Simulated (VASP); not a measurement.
Input:

```
MoS2
1.0
    3.18413     0.00000     0.00000
   -1.59207     2.75754     0.00000
    0.00000     0.00000    21.55959
Mo S
1 2
Cartesian
  1.59207   0.91918  10.77979
  0.00000   1.83836  12.34198
  0.00000   1.83836   9.21761
```

All values below come from HSE06 screened hybrid (exact exchange on a k-mesh reduced by 3x3x1), VASP's PBE PAW potentials (set 64) (plane waves; VASP 6.6.1). Run with PREC = Normal, EDIFF = 1E-5, 400 eV cut-off, 12×12×1 Γ-centred mesh, Gaussian smearing of 0.050 eV, potentials Mo_sv S.

Exact exchange is summed on a reduced mesh (NKRED).

Q: Predict the energy per atom (σ→0), largest force, band gap (on the k-mesh) with the smallest direct gap where there is one.

A: 
* **band gap (on the k-mesh)**: 2.22 eV
* **smallest direct gap (on the k-mesh)**: 2.22 eV
* **energy per atom (σ→0)**: -8745 meV/atom
* **largest force**: 0.544 eV/Å

The absolute energy has meaning only against runs of the same code, potentials and settings.

The cell is a sheet with vacuum, built from MoS2 (2H layered). The cell's shape comes from a PBE relaxation.
